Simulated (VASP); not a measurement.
Given:

```
CELL_PARAMETERS angstrom
      2.45534     0.00000     0.00000
     -1.22767     2.12638     0.00000
      0.00000     0.00000     3.96040
ATOMIC_POSITIONS crystal
  Co 0.66667 0.33333 0.75000
  Co 0.33333 0.66667 0.25000
```
Starting moments (μB, in the order of the record's atoms Co Co): 1.8 1.8.

Level of theory: PBEsol GGA, VASP's PBE PAW potentials (set 64) (plane waves; VASP). Numerical set-up: PREC = Normal, EDIFF = 1E-5, 400 eV cut-off, 19×19×10 Γ-centred mesh, first-order Methfessel-Paxton smearing of 0.10 eV, potentials Co.

What does the run give for the cell moment, energy per atom (σ→0), pressure, band gap (on the k-mesh) with the smallest direct gap where there is one?

```json
{
 "band gap (on the k-mesh)": "none (metal, semimetal or under 0.01 eV)",
 "cell_moment": "3.11 μB",
 "energy per atom (σ→0)": "-7.738 eV/atom",
 "pressure": "-1.87 GPa"
}
```

Give the moment on each site (PAW-sphere projection).

```tsv
site	moment (μB)
Co1	1.56
Co2	1.56
```

Only differences to runs with the same potentials and settings are physical.

The compound is Co in the hcp structure. It was relaxed first, which changed the volume by -7 %.
